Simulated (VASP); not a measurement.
Write the native input for VASP 6.6.1 that does the following.

| Quantity | Value |
| --- | --- |
| Task | relaxation of cell and atoms |
| Functional | PBE |
| Potentials or basis | VASP PAW PBE potentials, release 64 (Cd, Sb, O) |
| Cutoff | 520 eV |
| k mesh | 4 × 4 × 4 |
| Occupations | gaussian, width 0.03 eV |
| Spin | no spin polarisation |
| Further INCAR settings | ALGO = Normal; EDIFF = 1e-06; IBRION = 2; EDIFFG = -0.01; NSW = 90; ISIF = 3 |

The structure of CdSb2O4 lies in POSCAR:

```
CdSb2O4
1.0
    0.0000000000      4.8650000000      4.8650000000
    4.8650000000      0.0000000000      4.8650000000
    4.8650000000      4.8650000000      0.0000000000
Cd Sb O
2 4 8
Direct
    0.7500000000      0.7500000000      0.7500000000
    0.5000000000      0.5000000000      0.5000000000
    0.6250000000      0.1250000000      0.1250000000
    0.1250000000      0.1250000000      0.6250000000
    0.1250000000      0.6250000000      0.1250000000
    0.1250000000      0.1250000000      0.1250000000
    0.8840784500      0.8840784500      0.8840784500
    0.8840784500      0.3477646500      0.8840784500
    0.3477646500      0.8840784500      0.8840784500
    0.8840784500      0.8840784500      0.3477646500
    0.9022353500      0.3659215500      0.3659215500
    0.3659215500      0.9022353500      0.3659215500
    0.3659215500      0.3659215500      0.3659215500
    0.3659215500      0.3659215500      0.9022353500
```

The cell was built by a generator and needn't be a form met in nature.

The input as run:

INCAR

```
PREC = Accurate
ENCUT = 520
EDIFF = 1E-6
ISMEAR = 0
SIGMA = 0.03
LREAL = False
LASPH = True
NELM = 120
ALGO = Normal
ISIF = 3
LWAVE = False
LCHARG = False
GGA = PE
IBRION = 2
NSW = 90
EDIFFG = -0.01
KPAR = 4
```

KPOINTS

```
Automatic mesh
0
Gamma
  4 4 4
```

Potentials or basis: VASP PAW PBE potentials, release 64 (Cd, Sb, O).

Run with:

```bash
$ cat potpaw_PBE.64/Cd/POTCAR potpaw_PBE.64/Sb/POTCAR potpaw_PBE.64/O/POTCAR > POTCAR
$ mpirun -np 4 vasp_std > vasp.out
```

It gave:

| Property | Result |
| --- | --- |
| Relaxed volume | 16.51 Å³/atom |
| Relaxed cell | a = 6.889 Å, b = 6.889 Å, c = 6.889 Å, α = 60.00°, β = 60.00°, γ = 60.00° |
| Space group after relaxing (to 0.05 Å) | Fd-3m (No. 227) |
| Energy gained by relaxing | 0.1 meV/atom |
| Ionic steps | 4 |
| Pressure after relaxing | 0.0 GPa |
| Largest force after relaxing | 0.008 eV/Å |
| Band gap on the k mesh | 0.60 eV, indirect (least direct gap 0.88 eV) |

Caveat: spin-orbit coupling is left out, which moves the levels of the heavy elements.

Run time: 2.5 min on 4 MPI ranks on Intel(R) Xeon(R) Platinum 8259CL CPU @ 2.50GHz (Skylake/Cascade Lake) (shared host), peak memory 0.48 GiB a rank.
